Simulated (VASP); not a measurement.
Level of theory: vdW-DF2, VASP's PBE PAW potentials (set 64) (plane waves; VASP).

The input files of a VASP run:

KPOINTS:
```
Automatic
0
gamma
 10 10 10
```

File POSCAR:
```
NiSi2
1
    0.0000000000     2.7928685330     2.7928685330
    2.7928685330     0.0000000000     2.7928685330
    2.7928685330     2.7928685330     0.0000000000
Si Ni
2 1
Direct
  0.2500000000   0.2500000000   0.2500000000
  0.7500000000   0.7500000000   0.7500000000
  0.0000000000   0.0000000000   0.0000000000
```

INCAR:
```
SYSTEM=NiSi2
PREC=Accurate; ENCUT=520; LREAL=F
LASPH=T
EDIFF=1E-7; NELM=100; ALGO=Normal
LMAXMIX=4
ISMEAR=1; SIGMA=0.1
GGA=ML; LUSE_VDW=T; AGGAC=0.0
ZAB_VDW=-1.8867
ISIF=2
LWAVE=F; LCHARG=F
```

POTCAR, in this order: Si Ni (PBE.64 set). Program: vasp_std.

The run wrote:

**OSZICAR**
```
       N       E                     dE             d eps       ncg     rms          rms(c)
DAV:   1     0.782098803262E+02    0.78210E+02   -0.79394E+03  1222   0.138E+03
DAV:   2    -0.677228052647E+01   -0.84982E+02   -0.80379E+02  1287   0.248E+02
DAV:   3    -0.109943368733E+02   -0.42221E+01   -0.40762E+01  1530   0.608E+01
DAV:   4    -0.110937733439E+02   -0.99436E-01   -0.99174E-01  1486   0.902E+00
DAV:   5    -0.110962306397E+02   -0.24573E-02   -0.24567E-02  1604   0.146E+00    0.135E+01
DAV:   6    -0.154409327161E+02   -0.43447E+01   -0.42039E+01  1328   0.161E+02    0.224E+01
DAV:   7    -0.978287319930E+01    0.56581E+01   -0.12882E+01  1477   0.102E+02    0.316E+00
DAV:   8    -0.973241922333E+01    0.50454E-01   -0.18577E+00  1771   0.224E+01    0.220E+00
DAV:   9    -0.970744676141E+01    0.24972E-01   -0.26763E-01  1452   0.110E+01    0.597E-01
DAV:  10    -0.970490271460E+01    0.25440E-02   -0.13865E-02  1573   0.256E+00    0.200E-01
DAV:  11    -0.970491059805E+01   -0.78834E-05   -0.16102E-03  1437   0.372E-01    0.606E-02
DAV:  12    -0.970494181238E+01   -0.31214E-04   -0.10711E-04  1730   0.152E-01    0.299E-02
DAV:  13    -0.970492704385E+01    0.14769E-04   -0.31238E-05  1742   0.132E-01    0.535E-03
DAV:  14    -0.970492756784E+01   -0.52399E-06   -0.54842E-06  1914   0.298E-02    0.577E-03
DAV:  15    -0.970492761791E+01   -0.50071E-07   -0.61644E-07  1551   0.174E-02
   1 F= -.97049276E+01 E0= -.97052582E+01  d E =0.991786E-03
```

File OUTCAR:
```
------------------------ aborting loop because EDIFF is reached ----------------------------------------
  FORCE on cell =-STRESS in cart. coord.  units (eV):
  Direction    XX          YY          ZZ          XY          YZ          ZX
  --------------------------------------------------------------------------------------
  Total       -0.0431407     -0.0431407     -0.0431407     -0.0000000      0.0000000     -0.0000000
  in kB       -1.5864145     -1.5864145     -1.5864145     -0.0000000      0.0000000     -0.0000000
  external PRESSURE =      -1.5864145 kB  Pullay stress =       0.0000000 kB
  volume of cell :       43.57
      direct lattice vectors                 reciprocal lattice vectors
     0.000000000  2.792868533  2.792868533    -0.179027403  0.179027403  0.179027403
     2.792868533  0.000000000  2.792868533     0.179027403 -0.179027403  0.179027403
     2.792868533  2.792868533  0.000000000     0.179027403  0.179027403 -0.179027403
 POSITION                                       TOTAL-FORCE (eV/Angst)
 -----------------------------------------------------------------------------------
      1.39643      1.39643      1.39643        -0.000000     -0.000000      0.000000
      4.18930      4.18930      4.18930         0.000000      0.000000     -0.000000
      0.00000      0.00000      0.00000         0.000000     -0.000000      0.000000
 -----------------------------------------------------------------------------------
    total drift:                                0.000000     -0.000000     -0.000000
  FREE ENERGIE OF THE ION-ELECTRON SYSTEM (eV)
  ---------------------------------------------------
  free  energy   TOTEN  =        -9.7049276179 eV

  energy  without entropy=       -9.7059194042  energy(sigma->0) =       -9.70525821
```
(Selected blocks of OUTCAR.)

The compound is NiSi2 in the fluorite structure. It was relaxed first, which changed the volume by +10 %. The run is not spin-polarised, so no magnetic state was tried.
